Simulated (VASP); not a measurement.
# ScAu in VASP: a series of runs

The runs below take ScAu through single point, molecular dynamics, with PBEsol.

Everything below comes from runs of VASP 6.6.1. Logs are shortened: lines on timing, memory, paths and dates and some standing lists are left out, and cuts for length are marked.

### Step 1. Starting point

The cell holds a amorphous, 8 atoms: a = 5.674 Å, b = 5.360 Å, c = 5.135 Å, α = 83.27°, β = 96.51°, γ = 89.66°.

The cell was built by a generator and needn't be a form met in nature.

### Step 2. Single point, PBEsol

The input, INCAR:

```
PREC = Accurate
ENCUT = 520
EDIFF = 1E-7
ISMEAR = 1
SIGMA = 0.15
LREAL = False
LASPH = True
NELM = 100
ALGO = Normal
ISIF = 2
LWAVE = False
LCHARG = False
GGA = PS
NBANDS = 54
```

The input, KPOINTS:

```
Automatic mesh
0
Gamma
  3 3 3
```

The input, POSCAR:

```
ScAu
1.0
    5.6221830000      0.3433460000     -0.6822760000
   -0.2104960000      5.3125740000      0.6780440000
    0.0386850000     -0.0465370000      5.1346170000
Sc Au
4 4
Direct
    0.2840513685      0.9935569054      0.0966002202
    0.8051910927      0.2055533466      0.1802115610
    0.4119076436      0.4866964878      0.8481197460
    0.9180772980      0.4323869648      0.6655331292
    0.2634042268      0.4103998781      0.3459937143
    0.8619969087      0.8816975145      0.8344431714
    0.4539535803      0.0264398262      0.6245928893
    0.6762363672      0.6974748461      0.2392673512
```

Potentials or basis: VASP PAW PBE potentials, release 64 (Sc_sv, Au).

Started as:

```bash
> cat potpaw_PBE.64/Sc_sv/POTCAR potpaw_PBE.64/Au/POTCAR > POTCAR
> mpirun -np 1 vasp_std > vasp.out
```

OUTCAR:

```text
PREC = Accurate
   ENCUT = 520
   EDIFF = 1E-7
   ISMEAR = 1
   LREAL = False
   LASPH = True
   NELM = 100
   ISIF = 2
   GGA = PS

 ion  position               nearest neighbor table
   1  0.284  0.994  0.097-   7 2.70   8 2.71   5 2.71   6 2.72   7 2.80   3 2.93   2 3.03   2 3.18
                             5 3.24   3 3.25
   2  0.805  0.206  0.180-   6 2.67   8 2.79   8 2.81   5 2.91   4 2.91   4 2.92   3 2.94   1 3.03
                             1 3.18   7 3.26   5 3.49
   3  0.412  0.487  0.848-   5 2.70   8 2.73   5 2.77   7 2.86   4 2.88   1 2.93   2 2.94   7 3.01
                             4 3.14   1 3.25   6 3.33
   4  0.918  0.432  0.666-   6 2.68   8 2.69   5 2.70   3 2.88   2 2.91   2 2.92   6 3.01   3 3.14
                             7 3.43
   5  0.263  0.410  0.346-   7 2.53   3 2.70   4 2.70   1 2.71   3 2.77   8 2.88   2 2.91   1 3.24
                             2 3.49
   6  0.862  0.882  0.834-   7 2.52   8 2.54   2 2.67   4 2.68   1 2.72   4 3.01   3 3.33   8 3.38

   7  0.454  0.026  0.625-   6 2.52   5 2.53   1 2.70   1 2.80   3 2.86   3 3.01   8 3.16   2 3.26
                             4 3.43   8 3.53
   8  0.676  0.697  0.239-   6 2.54   4 2.69   1 2.71   3 2.73   2 2.79   2 2.81   5 2.88   7 3.16
                             6 3.38   7 3.53

  LATTYP: Found a triclinic cell.
 ALAT       =     6.9744680647
 B/A-ratio  =     0.7362530821
 C/A-ratio  =     1.1223632118
 COS(alpha) =     0.0018804895
 COS(beta)  =     0.5308341671
 COS(gamma) =     0.6461724396

  Lattice vectors:

 A1 = (   0.2491810000,  -5.3591110000,   4.4565730000)
 A2 = (   0.0386850000,  -0.0465370000,   5.1346170000)
 A3 = (  -5.4116870000,  -5.6559200000,   0.0042320000)

Analysis of symmetry for initial positions (statically):
=====================================================================
 Subroutine PRICEL returns:
 Original cell was already a primitive cell.

 Routine SETGRP: Setting up the symmetry group for a
 triclinic supercell.

 Subroutine GETGRP returns: Found  1 space group operations
 (whereof  1 operations were pure point group operations)
 out of a pool of  2 trial point group operations.

The static configuration has the point symmetry C_1 .

Analysis of symmetry for dynamics (positions and initial velocities):
[... 112 lines left out ...]
   EDIFF  = 0.1E-06   stopping-criterion for ELM
   LREAL  =      F    real-space projection
   EDIFFG = 0.1E-05   stopping-criterion for IOM
   NSW    =      0    number of steps for IOM
   IBRION =     -1    ionic relax: 0-MD 1-quasi-New 2-CG
   NFREE  =      0    steps in history (QN), initial steepest desc. (CG)
   ISIF   =      2    stress and relaxation
   ISYM   =      2    0-nonsym 1-usesym 2-fastsym
   POTIM  = 0.5000    time-step for ionic-motion
   TEBEG  =    0.0;   TEEND  =   0.0 temperature during run
   PSTRESS=    0.0 pullay stress
   NELECT =      88.0000    total number of electrons
   NUPDOWN=      -1.0000    fix difference up-down
   EMIN   =  10.00;   EMAX   =-10.00  energy-range for DOS
   EFERMI =   0.00;   METHOD = LEGACY
   ISMEAR =     1;   SIGMA  =   0.15  broadening in eV -4-tet -1-fermi 0-gaus
   EFERMI_NEDOS =   21; number of points for ismear=-14 and -15
   IALGO  =     38    algorithm
   IMIX   =      4    mixing-type and parameters
     AMIX     =   0.40;   BMIX     =  1.00
     AMIX_MAG =   1.60;   BMIX_MAG =  1.00
  volume/ion in A,a.u.               =      19.26       129.95
  Fermi-wavevector in a.u.,A,eV,Ry     =   1.358352  2.566912 25.104371  1.845119
  Thomas-Fermi vector in A             =   2.485192
   LORBIT       =      0    0 simple, 1 ext, 2 COOP (PROOUT), +10 PAW based schemes
   GGA     = PS    functional components
   LHFCALC =     F    Hartree Fock is set to
   AEXX    =    0.0000 exact exchange contribution
   IVDW    =     0    specifies the selected vdW correction
   LEPSILON=     F    determine dielectric tensor
   LRPA    =     F    only Hartree local field effects (RPA)
 non-spin polarized calculation
 Methfessel and Paxton  Order N= 1 SIGMA  =   0.15
  energy-cutoff  :      520.00
  volume of cell :      154.05
 maximum number of plane-waves:      4165
 NGX is ok and might be reduce to    42
   NGX = 21   NGY = 19   NGZ = 19

 number of electron      87.9999999 magnetization

 Free energy of the ion-electron system (eV)
  ---------------------------------------------------
  ext. energy  EPLUGINS =         0.00000000
  ---------------------------------------------------
  free energy    TOTEN  =       -43.51428316 eV

  energy without entropy =      -43.51134358  energy(sigma->0) =      -43.51330330

 E-fermi :   6.9889     XC(G=0): -11.5068

 val. band max:        6.9757833107   @ k =   0.0000  -0.3333   0.3333
 cond. band min:       7.0063368811   @ k =  -0.3333   0.3333   0.3333
 fundamental gap:      0.0305535704
 Fermi energy:         6.9888847251

 k-point     1 :       0.0000    0.0000    0.0000
  band No.  band energies     occupation
      1     -42.4791      2.00000
      2     -42.4359      2.00000
      3     -42.3728      2.00000
      4     -42.2639      2.00000
      5     -21.4915      2.00000
      6     -21.4439      2.00000
[... 787 lines left out ...]
     53       8.7285     -0.00000
     54       9.1812     -0.00000

------------------------ aborting loop because EDIFF is reached ----------------------------------------

  FORCE on cell =-STRESS in cart. coord.  units (eV):
  Direction    XX          YY          ZZ          XY          YZ          ZX
  --------------------------------------------------------------------------------------
  -------------------------------------------------------------------------------------
  Total       11.7715498      8.6002554     11.1147763     -3.0646295     -1.4651636      2.0372109
  in kB      122.4260107     89.4440390    115.5954604    -31.8726391    -15.2379368     21.1873209
  external PRESSURE =     109.1551700 kB  Pullay stress =       0.0000000 kB

 VOLUME and BASIS-vectors are now :
 -----------------------------------------------------------------------------
  energy-cutoff  :      520.00
  volume of cell :      154.05
      direct lattice vectors                 reciprocal lattice vectors
     5.622183000  0.343346000 -0.682276000     0.177273819  0.007186134 -0.001270478
    -0.210496000  5.312574000  0.678044000    -0.011237676  0.187559643  0.001784591
     0.038685000 -0.046537000  5.134617000     0.025039708 -0.023813025  0.194352013

 POSITION                                       TOTAL-FORCE (eV/Angst)
 -----------------------------------------------------------------------------------
      1.39159      5.37138      0.97588        -0.675842     -1.463304      0.372994
      4.49064      1.36009      0.51533         0.207569     -0.326552      1.054751
      2.24618      2.68757      4.40374         0.363767      1.418909     -0.836884
      5.09633      2.58133      3.08405        -0.070621     -0.305863      0.505853
      1.40790      2.25462      1.87510        -1.114814      1.575386     -1.470963
      4.69299      4.94121      4.29426         2.065891      0.434737     -1.724404
      2.57081      0.26726      2.91525        -0.407752     -0.832765      0.062998
      3.66436      3.92644      1.24008        -0.368198     -0.500547      2.035654
 -----------------------------------------------------------------------------------
    total drift:                                0.000430      0.000206      0.000021

  FREE ENERGIE OF THE ION-ELECTRON SYSTEM (eV)
  ---------------------------------------------------
  free  energy   TOTEN  =       -43.5142831626 eV

  energy  without entropy=      -43.5113435823  energy(sigma->0) =      -43.51330330
```

OSZICAR:

```text
N       E                     dE             d eps       ncg     rms          rms(c)
DAV:   1     0.145108130800E+04    0.14511E+04   -0.39900E+04  1520   0.175E+03
DAV:   2     0.154420368147E+03   -0.12967E+04   -0.12744E+04  1728   0.630E+02
DAV:   3    -0.316161487225E+02   -0.18604E+03   -0.17616E+03  2514   0.245E+02
DAV:   4    -0.481226756505E+02   -0.16507E+02   -0.15985E+02  2464   0.806E+01
DAV:   5    -0.486861314836E+02   -0.56346E+00   -0.55683E+00  2464   0.179E+01    0.220E+01
DAV:   6    -0.441149506742E+02    0.45712E+01   -0.13400E+01  1818   0.220E+01    0.109E+01
DAV:   7    -0.436369416025E+02    0.47801E+00   -0.39753E+00  2240   0.145E+01    0.397E+00
DAV:   8    -0.435567545688E+02    0.80187E-01   -0.10428E+00  2344   0.742E+00    0.287E+00
DAV:   9    -0.435319719265E+02    0.24783E-01   -0.43006E-01  2304   0.425E+00    0.154E+00
DAV:  10    -0.435148862419E+02    0.17086E-01   -0.10042E-01  2274   0.239E+00    0.212E-01
DAV:  11    -0.435143436973E+02    0.54254E-03   -0.11183E-02  2336   0.928E-01    0.101E-01
DAV:  12    -0.435142720731E+02    0.71624E-04   -0.15409E-03  2192   0.309E-01    0.634E-02
DAV:  13    -0.435142849631E+02   -0.12890E-04   -0.19884E-04  2392   0.108E-01    0.186E-02
DAV:  14    -0.435142837014E+02    0.12617E-05   -0.16167E-05  2408   0.375E-02    0.753E-03
DAV:  15    -0.435142832141E+02    0.48730E-06   -0.39762E-06  2256   0.180E-02    0.380E-03
DAV:  16    -0.435142829988E+02    0.21532E-06   -0.13869E-06  1864   0.105E-02    0.178E-03
DAV:  17    -0.435142831468E+02   -0.14808E-06   -0.14028E-07  1032   0.411E-03    0.713E-04
DAV:  18    -0.435142831626E+02   -0.15714E-07   -0.55776E-08  1008   0.301E-03
   1 F= -.43514283E+02 E0= -.43513303E+02  d E =-.293958E-02
```

It took 2.1 min on 1 thread of Intel Xeon Platinum 8559C (Emerald Rapids), shared host; peak memory 0.29 GiB.

What came out:

- Free energy: -43.5143 eV
- Pressure: 10.9 GPa
- Largest force: 2.726 eV/Å
- Band gap on the k mesh: none (metal or under the smearing width)

Forces on the atoms (eV/Å):
```
Sc  -0.676 -1.463  0.373
Sc   0.208 -0.327  1.055
Sc   0.364  1.419 -0.837
Sc  -0.071 -0.306  0.506
Au  -1.115  1.575 -1.471
Au   2.066  0.435 -1.724
Au  -0.408 -0.833  0.063
Au  -0.368 -0.501  2.036
```

Stress tensor (GPa, compression positive):
```
12.24 -3.19  2.12
-3.19  8.94 -1.52
 2.12 -1.52 11.56
```

Caveat: the k mesh is coarse (spacing up to 0.41 Å⁻¹), so the values aren't converged; the PAW data sets were made with another functional, which shifts forces and pressure a little. The run has no spin-orbit coupling, so splittings on Au are missing.

### Step 3. Single point, PBEsol

The input, INCAR:

```
PREC = Accurate ; ENCUT = 520
EDIFF = 1E-6 ; ISMEAR = 1
SIGMA = 0.15 ; LREAL = F
LASPH = T ; NELM = 100
ALGO = Normal ; ISIF = 2
LWAVE = F ; LCHARG = F
GGA = PS ; NBANDS = 54
```

KPOINTS is that of step 2.

The input, POSCAR:

```
ScAu
1.0
    5.6221830000      0.3433460000     -0.6822760000
   -0.2104960000      5.3125740000      0.6780440000
    0.0386850000     -0.0465370000      5.1346170000
Sc Au
4 4
Direct
    0.2820888850      0.9876595606      0.0985150084
    0.8053971233      0.1992158412      0.1846225379
    0.4123379712      0.4935786262      0.8401394448
    0.9193473368      0.4351542698      0.6658463293
    0.2625103514      0.4137048217      0.3425093713
    0.8644783728      0.8818786339      0.8323203717
    0.4509742054      0.0253442755      0.6252128139
    0.6759036974      0.6964019632      0.2428990708
```

Potentials or basis: VASP PAW PBE potentials, release 64 (Sc_sv, Au).

Started as:

```bash
> cat potpaw_PBE.64/Sc_sv/POTCAR potpaw_PBE.64/Au/POTCAR > POTCAR
> mpirun -np 1 vasp_std > vasp.out
```

Run time: 1.9 min. Hardware: 1 thread of Intel Xeon Platinum 8559C (Emerald Rapids), shared host; peak memory 0.29 GiB.

The run converged. Its results:

```
Free energy            : -43.8109 eV
Pressure               : 9.9 GPa
Largest force          : 2.320 eV/Å
Band gap on the k mesh : none (metal or under the smearing width)
```

Forces in eV/Å, atoms in the order of the input:
```
Sc  -0.627 -1.147  0.395
Sc   0.113 -0.164  0.987
Sc   0.493  1.140 -0.598
Sc  -0.014 -0.444  0.569
Au  -1.040  1.259 -1.556
Au   1.679  0.455 -1.535
Au  -0.347 -0.628  0.081
Au  -0.258 -0.470  1.658
```

Stress tensor (GPa, compression positive):
```
11.57 -2.87  2.14
-2.87  8.05 -0.86
 2.14 -0.86 10.22
```

Levels at points of the mesh, in eV from the Fermi level:
| k point | band 40 | band 41 | band 42 | band 43 | band 44 | band 45 | band 46 | band 47 | band 48 | band 49 |
| --- | --- | --- | --- | --- | --- | --- | --- | --- | --- | --- |
| (0.00, 0.00, 0.00) | -1.88 | -0.81 | -0.71 | -0.41 | 0.02 | 0.12 | 0.25 | 0.44 | 0.53 | 0.86 |

Caveat: the k mesh is coarse (spacing up to 0.41 Å⁻¹), so the values aren't converged; the PAW data sets were made with another functional, which shifts forces and pressure a little. Spin-orbit coupling is left out, which matters for the levels of Au.

### Step 4. Single point, PBEsol

The input, INCAR:

```
SYSTEM = ScAu
PREC = Accurate ; ENCUT = 520
EDIFF = 1E-6 ; ISMEAR = 1
SIGMA = 0.15 ; LREAL = .FALSE.
LASPH = .TRUE. ; NELM = 100
ALGO = Normal ; ISIF = 2
LWAVE = .FALSE. ; LCHARG = .FALSE.
GGA = PS ; NBANDS = 54
```

The input, KPOINTS:

```
regular mesh
0
G
  3 3 3
  0 0 0
```

The input, POSCAR:

```
ScAu
1.0
    5.6221830000      0.3433460000     -0.6822760000
   -0.2104960000      5.3125740000      0.6780440000
    0.0386850000     -0.0465370000      5.1346170000
Sc Au
4 4
Direct
    0.2776629988      0.9777225457      0.1014215655
    0.8066116198      0.1937609502      0.1924975709
    0.4163340710      0.5038435664      0.8296166272
    0.9194105434      0.4370540586      0.6695309243
    0.2609631099      0.4180959042      0.3381195613
    0.8676956314      0.8819332764      0.8300839845
    0.4480986128      0.0232285663      0.6261113417
    0.6751460315      0.6952850363      0.2476716543
```

Started as:

```bash
> cat potpaw_PBE.64/Sc_sv/POTCAR potpaw_PBE.64/Au/POTCAR > POTCAR
> mpirun -np 1 vasp_std > vasp.out
```

It took 2.1 min on 1 thread of Intel Xeon Platinum 8559C (Emerald Rapids), shared host; peak memory 0.29 GiB.

It converged, with:

```yaml
Free_energy: -44.1659 eV
Pressure: 8.8 GPa
Largest_force: 2.035 eV/Å
Band_gap_on_the_k_mesh: none (metal or under the smearing width)
```

Forces in eV/Å, atoms in the order of the input:
```
Sc  -0.476 -0.690  0.455
Sc  -0.014 -0.065  0.872
Sc   0.497  0.712 -0.346
Sc   0.194 -0.593  0.550
Au  -0.958  0.812 -1.601
Au   1.217  0.521 -1.288
Au  -0.365 -0.276  0.060
Au  -0.094 -0.421  1.298
```

Stress tensor (GPa, compression positive):
```
10.94 -2.56  2.17
-2.56  6.89 -0.10
 2.17 -0.10  8.49
```

Levels at points of the mesh, in eV from the Fermi level:
```
           k point  band 42  band 43  band 44  band 45  band 46  band 47
(0.00, 0.00, 0.00)    -0.73    -0.43     0.01     0.18     0.24     0.44
```

Caveat: the k mesh is coarse (spacing up to 0.41 Å⁻¹), so the values aren't converged; the PAW data sets were made with another functional, which shifts forces and pressure a little. Spin-orbit coupling is left out, which matters for the levels of Au.

### Step 5. Molecular dynamics, PBEsol

The input, INCAR:

```
PREC = Accurate
ENCUT = 520
EDIFF = 1E-5
ISMEAR = 1
SIGMA = 0.15
LREAL = F
LASPH = T
NELM = 60
ALGO = Normal
ISIF = 2
LWAVE = F
LCHARG = T
GGA = PS
NBANDS = 54
IBRION = 0
NSW = 30
POTIM = 1.0
TEBEG = 100.0
TEEND = 100.0
ISYM = 0
NELMIN = 4
RANDOM_SEED = 205368 0 0
MDALGO = 3
LANGEVIN_GAMMA = 10 10
```

The input, KPOINTS:

```
Automatic mesh
0
Gamma
  3 3 3
```

The input, POSCAR:

```
ScAu
1.0
    5.6221830000      0.3433460000     -0.6822760000
   -0.2104960000      5.3125740000      0.6780440000
    0.0386850000     -0.0465370000      5.1346170000
Sc Au
4 4
Direct
    0.2822280000      0.9927480000      0.0963440000
    0.8041250000      0.2115280000      0.1814240000
    0.4138330000      0.4839880000      0.8526740000
    0.9168210000      0.4292830000      0.6674170000
    0.2634830000      0.4084530000      0.3476300000
    0.8613210000      0.8817150000      0.8348050000
    0.4557050000      0.0274530000      0.6232060000
    0.6764090000      0.6983060000      0.2379380000
```

Started as:

```bash
> cat potpaw_PBE.64/Sc_sv/POTCAR potpaw_PBE.64/Au/POTCAR > POTCAR
> mpirun -np 1 vasp_std > vasp.out
```

It took 17 min on 1 thread of Intel Xeon Platinum 8559C (Emerald Rapids), shared host; peak memory 0.41 GiB.

The path:
| step | potential energy change (eV) | largest force (eV/Å) | pressure (GPa) | volume (Å³) | temperature (K) |
| --- | --- | --- | --- | --- | --- |
| 1 | 0.0000 | 2.7946 | 11.14 | 154.05 | 121 |
| 2 | -0.0044 | 2.7848 | 11.17 | 154.05 | 128 |
| 3 | -0.0093 | 2.7764 | 11.16 | 154.05 | 125 |
| 4 | -0.0163 | 2.7621 | 11.15 | 154.05 | 125 |
| 5 | -0.0247 | 2.7473 | 11.14 | 154.05 | 129 |
| 6 | -0.0348 | 2.7278 | 11.11 | 154.05 | 136 |
| 7 | -0.0469 | 2.7076 | 11.08 | 154.05 | 150 |
| 8 | -0.0608 | 2.6838 | 11.05 | 154.05 | 159 |
| 9 | -0.0761 | 2.6581 | 11.01 | 154.05 | 170 |
| 10 | -0.0935 | 2.6299 | 10.96 | 154.05 | 180 |
| 11 | -0.1119 | 2.5999 | 10.91 | 154.05 | 197 |
| 12 | -0.1328 | 2.5677 | 10.84 | 154.05 | 224 |
| 13 | -0.1554 | 2.5323 | 10.78 | 154.05 | 243 |
| 14 | -0.1795 | 2.4960 | 10.70 | 154.05 | 264 |
| 15 | -0.2053 | 2.4600 | 10.63 | 154.05 | 291 |
| 16 | -0.2323 | 2.4239 | 10.55 | 154.05 | 313 |
| 17 | -0.2603 | 2.3870 | 10.46 | 154.05 | 341 |
| 18 | -0.2905 | 2.3444 | 10.37 | 154.05 | 372 |
| 19 | -0.3213 | 2.3052 | 10.27 | 154.05 | 404 |
| 20 | -0.3541 | 2.2621 | 10.16 | 154.05 | 441 |
| 21 | -0.3883 | 2.2200 | 10.05 | 154.05 | 467 |
| 22 | -0.4230 | 2.1737 | 9.94 | 154.05 | 479 |
| 23 | -0.4578 | 2.1266 | 9.82 | 154.05 | 499 |
| 24 | -0.4932 | 2.1039 | 9.70 | 154.05 | 541 |
| 25 | -0.5298 | 2.0761 | 9.58 | 154.05 | 586 |
| 26 | -0.5668 | 2.0471 | 9.45 | 154.05 | 611 |
| 27 | -0.6035 | 2.0214 | 9.32 | 154.05 | 643 |
| 28 | -0.6412 | 1.9910 | 9.18 | 154.05 | 704 |
| 29 | -0.6799 | 1.9606 | 9.05 | 154.05 | 755 |
| 30 | -0.7186 | 1.9321 | 8.90 | 154.05 | 787 |

Caveat: the k mesh is coarse (spacing up to 0.41 Å⁻¹), so the values aren't converged; the PAW data sets were made with another functional, which shifts forces and pressure a little.
